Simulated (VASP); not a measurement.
Input:

```xyz
2
Lattice="0.0000 2.6750 2.6750 2.6750 0.0000 2.6750 2.6750 2.6750 0.0000" Properties=species:S:1:pos:R:3 pbc="T T T"
K      0.0000     0.0000     0.0000
F      2.6750     2.6750     2.6750
```

Level of theory: PBE GGA, VASP's PBE PAW potentials (set 64) (plane waves; VASP 6.6.1). Settings: 520 eV cut-off, 8×8×8 Γ-centred mesh, Gaussian smearing of 0.050 eV, potentials K_sv F.

### Question
Give the stress tensor in GPa (positive for a compressed cell).

### Answer

```
1.32  0.00  0.00
0.00  1.32  0.00
0.00  0.00  1.32
```
The pressure is its mean diagonal, 1.32 GPa.

The compound is KF in the rock salt structure. The cell was not relaxed at this level.
